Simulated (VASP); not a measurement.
# OSnBrH in VASP: reference runs

Aim: a first look at OSnBrH with PBE, on the cell as given.

Program: VASP 6.6.1. These are calculated values, not measurements. Logs are shortened: lines on timing, memory, paths and dates and some standing lists are left out, and cuts for length are marked.

## 1. The structure

The cell holds a molecule in a box, 4 atoms: a = 13.000 Å, b = 11.000 Å, c = 11.000 Å, α = 90.00°, β = 90.00°, γ = 90.00°.

## 2. Single point, PBE

INCAR reads:

```
SYSTEM = SnHBrO
ALGO = Normal
EDIFF = 1E-7
ENCUT = 520
GGA = PE
ISIF = 2
ISMEAR = 0
LASPH = .TRUE.
LCHARG = .FALSE.
LREAL = .FALSE.
LWAVE = .FALSE.
NBANDS = 22
NELM = 100
PREC = Accurate
SIGMA = 0.01
```

KPOINTS reads:

```
k-points
0
G
  1 1 1
  0 0 0
```

POSCAR reads:

```
SnHBrO
1.0
   13.0000000000      0.0000000000      0.0000000000
    0.0000000000     11.0000000000      0.0000000000
    0.0000000000      0.0000000000     11.0000000000
O Sn Br H
1 1 1 1
Direct
    0.4347192300      0.5530000000      0.4391500000
    0.4437576900      0.4524636400      0.5874863600
    0.6355269200      0.4240181800      0.5740681800
    0.3664730800      0.5798000000      0.4186954500
```

Potentials or basis: VASP PAW PBE potentials, release 64 (O, Sn_d, Br, H).

Run with:

```sh
> cat potpaw_PBE.64/O/POTCAR potpaw_PBE.64/Sn_d/POTCAR potpaw_PBE.64/Br/POTCAR potpaw_PBE.64/H/POTCAR > POTCAR
> mpirun -np 1 vasp_gam > vasp.out
```

OUTCAR:

```text
SYSTEM = SnHBrO
   EDIFF = 1E-7
   ENCUT = 520
   GGA = PE
   ISIF = 2
   ISMEAR = 0
   LASPH = .TRUE.
   LREAL = .FALSE.
   NELM = 100
   PREC = Accurate

 ion  position               nearest neighbor table
   1  0.435  0.553  0.439-   4 0.96   2 1.97
   2  0.444  0.452  0.587-   1 1.97   3 2.52
   3  0.636  0.424  0.574-   2 2.52
   4  0.366  0.580  0.419-   1 0.96

  LATTYP: Found a simple tetragonal cell.
 ALAT       =    11.0000000000
 C/A-ratio  =     1.1818181818

  Lattice vectors:

 A1 = (   0.0000000000,  11.0000000000,   0.0000000000)
 A2 = (   0.0000000000,   0.0000000000,  11.0000000000)
 A3 = (  13.0000000000,   0.0000000000,   0.0000000000)

Analysis of symmetry for initial positions (statically):
=====================================================================
 Subroutine PRICEL returns:
 Original cell was already a primitive cell.

 Routine SETGRP: Setting up the symmetry group for a
 simple tetragonal supercell.

 Subroutine GETGRP returns: Found  1 space group operations
 (whereof  1 operations were pure point group operations)
 out of a pool of 16 trial point group operations.

The static configuration has the point symmetry C_1 .

Analysis of symmetry for dynamics (positions and initial velocities):
=====================================================================
 Subroutine PRICEL returns:
 Original cell was already a primitive cell.

 Routine SETGRP: Setting up the symmetry group for a
 simple tetragonal supercell.

 Subroutine GETGRP returns: Found  1 space group operations
 (whereof  1 operations were pure point group operations)
 out of a pool of 16 trial point group operations.

The dynamic configuration has the point symmetry C_1 .

 Subroutine INISYM returns: Found  1 space group operations
 (whereof  1 operations are pure point group operations),
 and found     1 'primitive' translations

----------------------------------------------------------------------------------------

                                     Primitive cell

  volume of cell :    1573.0000

  direct lattice vectors                    reciprocal lattice vectors
    13.000000000  0.000000000  0.000000000     0.076923077  0.000000000  0.000000000
     0.000000000 11.000000000  0.000000000     0.000000000  0.090909091  0.000000000
     0.000000000  0.000000000 11.000000000     0.000000000  0.000000000  0.090909091

  length of vectors
    13.000000000 11.000000000 11.000000000     0.076923077  0.090909091  0.090909091

  position of ions in fractional coordinates (direct lattice)
     0.434719230  0.553000000  0.439150000
     0.443757690  0.452463640  0.587486360
     0.635526920  0.424018180  0.574068180
     0.366473080  0.579800000  0.418695450

  ion indices of the primitive-cell ions
   primitive index   ion index
                 1           1
                 2           2
                 3           3
                 4           4

----------------------------------------------------------------------------------------

 KPOINTS: k-points

Automatic generation of k-mesh.
 Grid dimensions read from file:
 generate k-points for:    1    1    1

 Generating k-lattice:

  Cartesian coordinates                     Fractional coordinates (reciprocal lattice)
     0.076923077  0.000000000  0.000000000     1.000000000  0.000000000  0.000000000
     0.000000000  0.090909091  0.000000000     0.000000000  1.000000000  0.000000000
     0.000000000  0.000000000  0.090909091     0.000000000  0.000000000  1.000000000

  Length of vectors
     0.076923077  0.090909091  0.090909091

  Shift w.r.t. Gamma in fractional coordinates (k-lattice)
     0.000000000  0.000000000  0.000000000

 Subroutine IBZKPT returns following result:
 ===========================================

 Found      1 irreducible k-points:

 Following reciprocal coordinates:
            Coordinates               Weight
  0.000000  0.000000  0.000000      1.000000
   k-points           NKPTS =      1   k-points in BZ     NKDIM =      1   number of bands    NBANDS=     22
   number of dos      NEDOS =    301   number of ions     NIONS =      4
   total plane-waves  NPLWV = 691488
   dimension x,y,z NGX =    98 NGY =   84 NGZ =   84
   dimension x,y,z NGXF=   196 NGYF=  168 NGZF=  168
   ions per type =               1   1   1   1
   NGX,Y,Z   is equivalent  to a cutoff of  12.53, 12.70, 12.70 a.u.
   NGXF,Y,Z  is equivalent  to a cutoff of  25.06, 25.39, 25.39 a.u.
 SYSTEM =  SnHBrO
   PREC   = accura    normal or accurate (medium, high low for compatibility)
   ISTART =      0    job   : 0-new  1-cont  2-samecut
   ICHARG =      2    charge: 1-file 2-atom 10-const
   ISPIN  =      1    spin polarized calculation?
   LNONCOLLINEAR =      F non collinear calculations
   LSORBIT =      F    spin-orbit coupling
   LASPH  =      T    aspherical Exc in radial PAW
   ENCUT  =  520.0 eV  38.22 Ry    6.18 a.u.  24.17 20.45 20.45*2*pi/ulx,y,z
   NELM   =    100;   NELMIN=  2; NELMDL= -5     # of ELM steps
   EDIFF  = 0.1E-06   stopping-criterion for ELM
   LREAL  =      F    real-space projection
   EDIFFG = 0.1E-05   stopping-criterion for IOM
   NSW    =      0    number of steps for IOM
   IBRION =     -1    ionic relax: 0-MD 1-quasi-New 2-CG
   NFREE  =      0    steps in history (QN), initial steepest desc. (CG)
   ISIF   =      2    stress and relaxation
   ISYM   =      2    0-nonsym 1-usesym 2-fastsym
   POTIM  = 0.5000    time-step for ionic-motion
   TEBEG  =    0.0;   TEEND  =   0.0 temperature during run
   PSTRESS=    0.0 pullay stress
   NELECT =      28.0000    total number of electrons
   NUPDOWN=      -1.0000    fix difference up-down
   EMIN   =  10.00;   EMAX   =-10.00  energy-range for DOS
   EFERMI =   0.00;   METHOD = LEGACY
   ISMEAR =     0;   SIGMA  =   0.01  broadening in eV -4-tet -1-fermi 0-gaus
   EFERMI_NEDOS =   21; number of points for ismear=-14 and -15
   IALGO  =     38    algorithm
   IMIX   =      4    mixing-type and parameters
     AMIX     =   0.40;   BMIX     =  1.00
     AMIX_MAG =   1.60;   BMIX_MAG =  1.00
  volume/ion in A,a.u.               =     393.25      2653.78
  Fermi-wavevector in a.u.,A,eV,Ry     =   0.427449  0.807762  2.485960  0.182713
  Thomas-Fermi vector in A             =   1.394107
   LORBIT       =      0    0 simple, 1 ext, 2 COOP (PROOUT), +10 PAW based schemes
   GGA     = PE    functional components
   LHFCALC =     F    Hartree Fock is set to
   AEXX    =    0.0000 exact exchange contribution
   IVDW    =     0    specifies the selected vdW correction
   LEPSILON=     F    determine dielectric tensor
   LRPA    =     F    only Hartree local field effects (RPA)
 non-spin polarized calculation
 Gauss-broadening in eV      SIGMA  =   0.01
  energy-cutoff  :      520.00
  volume of cell :     1573.00
 maximum number of plane-waves:     21209
 NGX is ok and might be reduce to    98
   NGX = 49   NGY = 41   NGZ = 41

 number of electron      28.0000002 magnetization

 Free energy of the ion-electron system (eV)
  ---------------------------------------------------
  ext. energy  EPLUGINS =         0.00000000
  ---------------------------------------------------
  free energy    TOTEN  =       -16.61710485 eV

  energy without entropy =      -16.61710485  energy(sigma->0) =      -16.61710485

 E-fermi :  -5.9358     XC(G=0):  -0.9823

 val. band max:       -6.0324702365   @ k =   0.0000   0.0000   0.0000
 cond. band min:      -2.8971576329   @ k =   0.0000   0.0000   0.0000
 fundamental gap:      3.1353126036
 Fermi energy:        -5.9358272438

 k-point     1 :       0.0000    0.0000    0.0000
  band No.  band energies     occupation
      1     -26.2666      2.00000
      2     -26.0110      2.00000
      3     -25.9793      2.00000
      4     -25.8829      2.00000
      5     -25.7435      2.00000
      6     -23.5874      2.00000
[... 14 lines left out ...]
     21       1.0007      0.00000
     22       1.0996      0.00000

------------------------ aborting loop because EDIFF is reached ----------------------------------------

  FORCE on cell =-STRESS in cart. coord.  units (eV):
  Direction    XX          YY          ZZ          XY          YZ          ZX
  --------------------------------------------------------------------------------------
  -------------------------------------------------------------------------------------
  Total        1.1097698      0.4648647      0.9316374     -0.3141453     -0.6837681      0.1717048
  in kB        1.1303547      0.4734874      0.9489182     -0.3199724     -0.6964512      0.1748897
  external PRESSURE =       0.8509201 kB  Pullay stress =       0.0000000 kB

 VOLUME and BASIS-vectors are now :
 -----------------------------------------------------------------------------
  energy-cutoff  :      520.00
  volume of cell :     1573.00
      direct lattice vectors                 reciprocal lattice vectors
    13.000000000  0.000000000  0.000000000     0.076923077  0.000000000  0.000000000
     0.000000000 11.000000000  0.000000000     0.000000000  0.090909091  0.000000000
     0.000000000  0.000000000 11.000000000     0.000000000  0.000000000  0.090909091

 POSITION                                       TOTAL-FORCE (eV/Angst)
 -----------------------------------------------------------------------------------
      5.65135      6.08300      4.83065         0.525305      0.193018     -0.420311
      5.76885      4.97710      6.46235        -0.215895     -0.359772      0.594797
      8.26185      4.66420      6.31475         0.271697     -0.034978     -0.015306
      4.76415      6.37780      4.60565        -0.581107      0.201732     -0.159180
 -----------------------------------------------------------------------------------
    total drift:                                0.000212     -0.000004     -0.000858

  FREE ENERGIE OF THE ION-ELECTRON SYSTEM (eV)
  ---------------------------------------------------
  free  energy   TOTEN  =       -16.6171048503 eV

  energy  without entropy=      -16.6171048503  energy(sigma->0) =      -16.61710485
```

Wall time 3.1 min (1 thread of Intel Xeon Platinum 8559C (Emerald Rapids), shared host); peak memory 1.2 GiB.

Results:

```
Free energy                     : -16.6171 eV
Largest force                   : 0.728 eV/Å
Gap between the frontier levels : 3.14 eV
```

Forces in eV/Å, atoms in the order of the input:
```
O    0.525  0.193 -0.420
Sn  -0.216 -0.360  0.595
Br   0.272 -0.035 -0.015
H   -0.581  0.202 -0.159
```

Levels at points of the mesh, in eV from the valence-band top:
```tsv
k point	band 11	band 12	band 13	band 14	band 15	band 16	band 17	band 18
(0.00, 0.00, 0.00)	-1.38	-0.58	-0.53	0.00	3.14	4.80	5.31	5.87
```

Caveat: spin-orbit coupling is left out, which moves the levels of the heavy elements.
